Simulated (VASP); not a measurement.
# BBr2 (R-3m) in VASP: reference runs

Reference runs on BBr2: the cell as given.

All numbers are computed with VASP 6.6.1; they aren't measurements. Logs are shortened: lines on timing, memory, paths and dates and some standing lists are left out, and cuts for length are marked.

**1. The structure**

It takes space group R-3m (No. 166, trigonal). The conventional cell has a = 6.371 Å, b = 6.371 Å, c = 6.779 Å, α = 90.00°, β = 90.00°, γ = 120.00°. B (site symmetry -3m) has 2 Br at 1.90 Å as nearest neighbours. Br (site symmetry 3m) is surrounded by 1 B at 1.90 Å.

The cell was built by a generator and needn't be a form met in nature.

**2. Single point, PBE**

INCAR reads:

```
SYSTEM = BBr2
ALGO = Normal
EDIFF = 1E-7
ENCUT = 520
GGA = PE
ISIF = 2
ISMEAR = -1
LASPH = .True.
LCHARG = .False.
LREAL = .False.
LWAVE = .False.
NBANDS = 16
NELM = 100
PREC = Accurate
SIGMA = 0.05
```

KPOINTS reads:

```
k-points
0
Gamma
  6 6 6
  0 0 0
```

POSCAR reads:

```
BBr2
1.0
    3.1854460400      1.8391181300      2.2596390700
   -3.1854460400      1.8391181300      2.2596390700
    0.0000000000     -3.6782362600      2.2596390700
B Br
1 2
Direct
    0.0000000000      0.0000000000      0.0000000000
    0.7202413000      0.7202413000      0.7202413000
    0.2797587000      0.2797587000      0.2797587000
```

Potentials or basis: VASP PAW PBE potentials, release 64 (B, Br).

On the command line:

```sh
cat potpaw_PBE.64/B/POTCAR potpaw_PBE.64/Br/POTCAR > POTCAR
mpirun -np 1 vasp_std > vasp.out
```

OUTCAR:

```text
SYSTEM = BBr2
   EDIFF = 1E-7
   ENCUT = 520
   GGA = PE
   ISIF = 2
   ISMEAR = -1
   LASPH = .True.
   LREAL = .False.
   NELM = 100
   PREC = Accurate

 ion  position               nearest neighbor table
   1  0.000  0.000  0.000-   2 1.90   3 1.90
   2  0.720  0.720  0.720-   1 1.90
   3  0.280  0.280  0.280-   1 1.90

  LATTYP: Found a trigonal (rhomboedric) cell.
 ALAT       =     4.3168727913
 COS(alpha) =    -0.0890103287

  Lattice vectors:

 A1 = (   3.1854460400,   1.8391181300,   2.2596390700)
 A2 = (  -3.1854460400,   1.8391181300,   2.2596390700)
 A3 = (   0.0000000000,  -3.6782362600,   2.2596390700)

Analysis of symmetry for initial positions (statically):
=====================================================================
 Subroutine PRICEL returns:
 Original cell was already a primitive cell.

 Routine SETGRP: Setting up the symmetry group for a
 trigonal (rhombohedral) supercell.

 Subroutine GETGRP returns: Found 12 space group operations
 (whereof 12 operations were pure point group operations)
 out of a pool of 12 trial point group operations.

The static configuration has the point symmetry D_3d.

Analysis of symmetry for dynamics (positions and initial velocities):
=====================================================================
 Subroutine PRICEL returns:
 Original cell was already a primitive cell.

 Routine SETGRP: Setting up the symmetry group for a
 trigonal (rhombohedral) supercell.

 Subroutine GETGRP returns: Found 12 space group operations
 (whereof 12 operations were pure point group operations)
 out of a pool of 12 trial point group operations.

The dynamic configuration has the point symmetry D_3d.

 Subroutine INISYM returns: Found 12 space group operations
 (whereof 12 operations are pure point group operations),
 and found     1 'primitive' translations

----------------------------------------------------------------------------------------

                                     Primitive cell

  volume of cell :      79.4274

  direct lattice vectors                    reciprocal lattice vectors
     3.185446040  1.839118130  2.259639070     0.156963889  0.090623144  0.147516184
    -3.185446040  1.839118130  2.259639070    -0.156963889  0.090623144  0.147516184
     0.000000000 -3.678236260  2.259639070     0.000000000 -0.181246287  0.147516184

  length of vectors
     4.316872791  4.316872791  4.316872793     0.233690482  0.233690482  0.233690482

  position of ions in fractional coordinates (direct lattice)
     0.000000000  0.000000000  0.000000000
     0.720241300  0.720241300  0.720241300
     0.279758700  0.279758700  0.279758700

  ion indices of the primitive-cell ions
   primitive index   ion index
                 1           1
                 2           2
                 3           3

----------------------------------------------------------------------------------------

 KPOINTS: k-points

Automatic generation of k-mesh.
 Grid dimensions read from file:
 generate k-points for:    6    6    6

 Generating k-lattice:

  Cartesian coordinates                     Fractional coordinates (reciprocal lattice)
     0.026160648  0.015103857  0.024586031     0.166666667  0.000000000  0.000000000
    -0.026160648  0.015103857  0.024586031     0.000000000  0.166666667  0.000000000
     0.000000000 -0.030207715  0.024586031     0.000000000  0.000000000  0.166666667

  Length of vectors
     0.038948414  0.038948414  0.038948414

  Shift w.r.t. Gamma in fractional coordinates (k-lattice)
     0.000000000  0.000000000  0.000000000

 Subroutine IBZKPT returns following result:
 ===========================================

 Found     32 irreducible k-points:

 Following reciprocal coordinates:
            Coordinates               Weight
  0.000000  0.000000  0.000000      1.000000
  0.166667 -0.000000 -0.000000      6.000000
  0.333333 -0.000000 -0.000000      6.000000
  0.500000  0.000000 -0.000000      3.000000
  0.166667  0.166667 -0.000000      6.000000
  0.333333  0.166667  0.000000     12.000000
[... 16 lines left out ...]
  0.500000  0.500000  0.166667      6.000000
 -0.333333  0.500000  0.166667     12.000000
 [... further k-points ...]
   k-points           NKPTS =     32   k-points in BZ     NKDIM =     32   number of bands    NBANDS=     16
   number of dos      NEDOS =    301   number of ions     NIONS =      3
   total plane-waves  NPLWV =  32768
   dimension x,y,z NGX =    32 NGY =   32 NGZ =   32
   dimension x,y,z NGXF=    64 NGYF=   64 NGZF=   64
   ions per type =               1   2
   NGX,Y,Z   is equivalent  to a cutoff of  12.32, 12.32, 12.32 a.u.
   NGXF,Y,Z  is equivalent  to a cutoff of  24.65, 24.65, 24.65 a.u.
 SYSTEM =  BBr2
   PREC   = accura    normal or accurate (medium, high low for compatibility)
   ISTART =      0    job   : 0-new  1-cont  2-samecut
   ICHARG =      2    charge: 1-file 2-atom 10-const
   ISPIN  =      1    spin polarized calculation?
   LNONCOLLINEAR =      F non collinear calculations
   LSORBIT =      F    spin-orbit coupling
   LASPH  =      T    aspherical Exc in radial PAW
   ENCUT  =  520.0 eV  38.22 Ry    6.18 a.u.   8.03  8.03  8.03*2*pi/ulx,y,z
   NELM   =    100;   NELMIN=  2; NELMDL= -5     # of ELM steps
   EDIFF  = 0.1E-06   stopping-criterion for ELM
   LREAL  =      F    real-space projection
   EDIFFG = 0.1E-05   stopping-criterion for IOM
   NSW    =      0    number of steps for IOM
   IBRION =     -1    ionic relax: 0-MD 1-quasi-New 2-CG
   NFREE  =      0    steps in history (QN), initial steepest desc. (CG)
   ISIF   =      2    stress and relaxation
   ISYM   =      2    0-nonsym 1-usesym 2-fastsym
   POTIM  = 0.5000    time-step for ionic-motion
   TEBEG  =    0.0;   TEEND  =   0.0 temperature during run
   PSTRESS=    0.0 pullay stress
   NELECT =      17.0000    total number of electrons
   NUPDOWN=      -1.0000    fix difference up-down
   EMIN   =  10.00;   EMAX   =-10.00  energy-range for DOS
   EFERMI =   0.00;   METHOD = LEGACY
   ISMEAR =    -1;   SIGMA  =   0.05  broadening in eV -4-tet -1-fermi 0-gaus
   EFERMI_NEDOS =   21; number of points for ismear=-14 and -15
   IALGO  =     38    algorithm
   IMIX   =      4    mixing-type and parameters
     AMIX     =   0.40;   BMIX     =  1.00
     AMIX_MAG =   1.60;   BMIX_MAG =  1.00
  volume/ion in A,a.u.               =      26.48       178.67
  Fermi-wavevector in a.u.,A,eV,Ry     =   0.979267  1.850546 13.047492  0.958964
  Thomas-Fermi vector in A             =   2.110107
   LORBIT       =      0    0 simple, 1 ext, 2 COOP (PROOUT), +10 PAW based schemes
   GGA     = PE    functional components
   LHFCALC =     F    Hartree Fock is set to
   AEXX    =    0.0000 exact exchange contribution
   IVDW    =     0    specifies the selected vdW correction
   LEPSILON=     F    determine dielectric tensor
   LRPA    =     F    only Hartree local field effects (RPA)
 non-spin polarized calculation
  energy-cutoff  :      520.00
  volume of cell :       79.43
 maximum number of plane-waves:      2166
   NGX = 17   NGY = 17   NGZ = 17

 number of electron      16.9999993 magnetization

 Free energy of the ion-electron system (eV)
  ---------------------------------------------------
  ext. energy  EPLUGINS =         0.00000000
  ---------------------------------------------------
  free energy    TOTEN  =        -7.89951652 eV

  energy without entropy =       -7.86705045  energy(sigma->0) =       -7.88328349

 E-fermi :   3.1110     XC(G=0):  -8.2265

 val. band max:        3.1094879943   @ k =   0.5000   0.5000  -0.0000
 cond. band min:       3.1280129662   @ k =   0.3333   0.3333  -0.0000
 fundamental gap:      0.0185249720
 Fermi energy:         3.1110149404

 k-point     1 :       0.0000    0.0000    0.0000
  band No.  band energies     occupation
      1     -15.2811      2.00000
      2     -14.2601      2.00000
      3      -6.3031      2.00000
      4      -3.1374      2.00000
      5      -1.9391      2.00000
      6      -1.9391      2.00000
[... 8 lines left out ...]
     15      10.9022      0.00000
     16      10.9022      0.00000

 k-point     2 :       0.1667   -0.0000   -0.0000
  band No.  band energies     occupation
      1     -15.2128      2.00000
      2     -14.3194      2.00000
      3      -6.1702      2.00000
      4      -3.4994      2.00000
      5      -2.1334      2.00000
      6      -1.9023      2.00000
[... 8 lines left out ...]
     15      10.4633      0.00000
     16      10.6664      0.00000

 k-point     3 :       0.3333   -0.0000   -0.0000
  band No.  band energies     occupation
      1     -15.0313      2.00000
      2     -14.4834      2.00000
      3      -5.7738      2.00000
      4      -4.3027      2.00000
      5      -2.3970      2.00000
      6      -2.0011      2.00000
[... 8 lines left out ...]
     15       9.9544      0.00000
     16      10.1293      0.00000

 k-point     4 :       0.5000    0.0000   -0.0000
  band No.  band energies     occupation
      1     -14.8604      2.00000
      2     -14.6459      2.00000
      3      -5.1301      2.00000
      4      -5.1284      2.00000
      5      -2.4573      2.00000
      6      -2.2258      2.00000
[... 8 lines left out ...]
     15       9.3427      0.00000
     16       9.9032      0.00000

 k-point     5 :       0.1667    0.1667   -0.0000
  band No.  band energies     occupation
      1     -15.1091      2.00000
      2     -14.4236      2.00000
      3      -5.7092      2.00000
      4      -4.2941      2.00000
      5      -2.6059      2.00000
      6      -2.0116      2.00000
[... 8 lines left out ...]
     15       9.5947      0.00000
     16      10.8230      0.00000

 k-point     6 :       0.3333    0.1667    0.0000
  band No.  band energies     occupation
      1     -14.9177      2.00000
      2     -14.5825      2.00000
      3      -5.1781      2.00000
      4      -5.0626      2.00000
      5      -2.9986      2.00000
      6      -1.9913      2.00000
[... 8 lines left out ...]
     15       9.3299      0.00000
     16       9.9799      0.00000

 k-point     7 :       0.5000    0.1667   -0.0000
  band No.  band energies     occupation
      1     -14.8788      2.00000
      2     -14.5882      2.00000
      3      -5.8944      2.00000
      4      -4.3040      2.00000
      5      -3.0328      2.00000
      6      -1.9479      2.00000
[... 8 lines left out ...]
     15       9.3302      0.00000
     16      10.1992      0.00000

 k-point     8 :      -0.3333    0.1667    0.0000
  band No.  band energies     occupation
      1     -15.0591      2.00000
      2     -14.4067      2.00000
      3      -6.3093      2.00000
      4      -3.5607      2.00000
      5      -2.7129      2.00000
      6      -1.9593      2.00000
[... 8 lines left out ...]
     15      10.1133      0.00000
     16      10.4240      0.00000

 k-point     9 :      -0.1667    0.1667    0.0000
  band No.  band energies     occupation
      1     -15.1914      2.00000
      2     -14.3072      2.00000
      3      -6.3892      2.00000
      4      -3.1756      2.00000
      5      -2.1580      2.00000
      6      -1.9226      2.00000
[... 8 lines left out ...]
     15      10.7373      0.00000
     16      10.9427      0.00000
[... 172 lines left out ...]
 k-point    19 :       0.3333    0.3333    0.1667
  band No.  band energies     occupation
      1     -14.8404      2.00000
      2     -14.5526      2.00000
      3      -6.4246      2.00000
      4      -3.5255      2.00000
      5      -3.4746      2.00000
      6      -2.6346      2.00000
[... 8 lines left out ...]
     15      10.4630      0.00000
     16      11.0644      0.00000

 k-point    20 :       0.5000    0.3333    0.1667
  band No.  band energies     occupation
      1     -14.9023      2.00000
      2     -14.4456      2.00000
      3      -6.6240      2.00000
      4      -3.5811      2.00000
      5      -3.2808      2.00000
      6      -2.3284      2.00000
[... 8 lines left out ...]
     15      10.8263      0.00000
     16      11.7812      0.00000

 k-point    21 :      -0.3333    0.3333    0.1667
  band No.  band energies     occupation
      1     -14.9566      2.00000
      2     -14.4239      2.00000
      3      -6.4212      2.00000
      4      -3.6886      2.00000
      5      -3.1988      2.00000
      6      -2.2016      2.00000
[... 8 lines left out ...]
     15      10.2533      0.00000
     16      11.4186      0.00000

 k-point    22 :      -0.1667    0.3333    0.1667
  band No.  band energies     occupation
      1     -14.9695      2.00000
      2     -14.4874      2.00000
      3      -5.8552      2.00000
      4      -4.3855      2.00000
      5      -2.6880      2.00000
      6      -2.5071      2.00000
[... 8 lines left out ...]
     15       9.5880      0.00000
     16       9.8821      0.00000

 k-point    23 :       0.5000    0.5000    0.1667
  band No.  band energies     occupation
      1     -14.8657      2.00000
      2     -14.4578      2.00000
      3      -6.5037      2.00000
      4      -3.6921      2.00000
      5      -3.6728      2.00000
      6      -2.1005      2.00000
[... 8 lines left out ...]
     15      11.0238      0.00000
     16      11.8186      0.00000

 k-point    24 :      -0.3333    0.5000    0.1667
  band No.  band energies     occupation
      1     -14.8291      2.00000
      2     -14.5428      2.00000
      3      -6.0054      2.00000
      4      -4.4193      2.00000
      5      -3.4037      2.00000
      6      -2.3422      2.00000
[... 8 lines left out ...]
     15      10.2759      0.00000
     16      10.5993      0.00000

 [... further k-points ...]

------------------------ aborting loop because EDIFF is reached ----------------------------------------

  FORCE on cell =-STRESS in cart. coord.  units (eV):
  Direction    XX          YY          ZZ          XY          YZ          ZX
  --------------------------------------------------------------------------------------
  -------------------------------------------------------------------------------------
  Total        0.1905269      0.1905269     -2.1546376      0.0000000      0.0000000      0.0000000
  in kB        3.8432327      3.8432327    -43.4624905      0.0000000      0.0000000      0.0000000
  external PRESSURE =     -11.9253417 kB  Pullay stress =       0.0000000 kB

 VOLUME and BASIS-vectors are now :
 -----------------------------------------------------------------------------
  energy-cutoff  :      520.00
  volume of cell :       79.43
      direct lattice vectors                 reciprocal lattice vectors
     3.185446040  1.839118130  2.259639070     0.156963889  0.090623144  0.147516184
    -3.185446040  1.839118130  2.259639070    -0.156963889  0.090623144  0.147516184
     0.000000000 -3.678236260  2.259639070     0.000000000 -0.181246287  0.147516184

 POSITION                                       TOTAL-FORCE (eV/Angst)
 -----------------------------------------------------------------------------------
      0.00000      0.00000      0.00000         0.000000      0.000000     -0.000000
      0.00000      0.00000      4.88246         0.000000     -0.000000      1.556128
      0.00000      0.00000      1.89646         0.000000      0.000000     -1.556128
 -----------------------------------------------------------------------------------
    total drift:                               -0.000000     -0.000000      0.000000

  FREE ENERGIE OF THE ION-ELECTRON SYSTEM (eV)
  ---------------------------------------------------
  free  energy   TOTEN  =        -7.8995165216 eV

  energy  without entropy=       -7.8670504509  energy(sigma->0) =       -7.88328349
```

It took 24 s on 1 thread of Intel Xeon Platinum 8259CL at 2.50GHz (Skylake/Cascade Lake), shared host; peak memory 0.19 GiB.

Results:

```
Free energy            : -7.8995 eV
Pressure               : -1.2 GPa
Largest force          : 1.556 eV/Å
Band gap on the k mesh : none (metal or under the smearing width)
```

Forces in eV/Å, atoms in the order of the input:
```
B    0.000  0.000  0.000
Br   0.000  0.000  1.556
Br   0.000  0.000 -1.556
```

Stress tensor (GPa, compression positive):
```
 0.38  0.00  0.00
 0.00  0.38  0.00
 0.00  0.00 -4.35
```

Caveat: an odd number of electrons without spin polarisation forces a metal; a magnetic or distorted state may lie lower.
